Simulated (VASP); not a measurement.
Here is the system:

```yaml
crystal:
  lattice:
    - [0.00000, 2.82742, 2.82742]
    - [2.82742, 0.00000, 2.82742]
    - [2.82742, 2.82742, 0.00000]
  atoms:
    - { symbol: Sc, position: [0.00000, 0.00000, 0.00000] }
    - { symbol: Al, position: [0.50000, 0.50000, 0.50000] }
```

The numbers are results of r2SCAN meta-GGA, VASP's PBE PAW potentials (set 64) (plane waves; VASP 6.6.1), not measurements. Settings: 400 eV cut-off, 10×10×10 Γ-centred mesh, first-order Methfessel-Paxton smearing of 0.10 eV, potentials Sc_sv Al.

**Question.** Predict the energy per atom (σ→0), band gap (on the k-mesh) with the smallest direct gap where there is one.

**Answer.** 
| Quantity | Result |
|---|---|
| band gap (on the k-mesh) | none (metal, semimetal or under 0.01 eV) |
| energy per atom (σ→0) | -8.885 eV/atom |

The structure was generated: ScAl was put into the rock salt type (Fm-3m), which need not be its known phase. It was relaxed first, which changed the volume by -27 %. The start is the result of an earlier pass.
